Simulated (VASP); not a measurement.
Crystal: PtBr2.

```
Pt Br
1.0
     2.02759    1.17063    6.13018
    -2.02759    1.17063    6.13018
     0.00000   -2.34126    6.13018
Pt Br
1 2
Direct
  0.00000 0.00000 0.00000
  0.25200 0.25200 0.25200
  0.74800 0.74800 0.74800
```

The cell was built by a generator and needn't be a form met in nature.

Base run:

```yaml
Program: VASP 6.6.1
Functional: LDA
Potentials_or_basis: VASP PAW LDA potentials, release 64 (Pt, Br)
Cutoff: 520 eV
k_mesh: 6 × 6 × 6
Occupations: gaussian, width 0.05 eV
Spin: collinear spin, ferromagnetic start
Starting_moments: "[0.5, 0.0, 0.0] μB"
Hubbard_terms: Pt d U = 4 eV
```

Its results: band gap on the k mesh 0.92 eV, indirect (least direct gap 1.11 eV); pressure -8.6 GPa; net moment 2.00 μB per cell; site moments Pt +1.31; Br +0.26 μB; largest force 1.138 eV/Å.

Task: The run is repeated on the same cell with these changes: hubbard terms from Pt d U = 4 eV to none; further incar settings from ALGO = Normal; EDIFF = 1e-06 to ALGO = Normal; EDIFF = 1e-06; NBANDS = 23. What comes out?

Result: Band gap on the k mesh none (metal or under the smearing width); pressure -9.3 GPa; net moment 1.75 μB per cell; site moments Pt +0.98; Br +0.27 μB; largest force 1.316 eV/Å.

Caveats: forces of over 1 eV/Å show positions far from the minimum, so gaps and moduli don't describe the material at rest; spin-orbit coupling is left out, which moves the levels of the heavy elements (some runs).

A k mesh can miss the band edges.
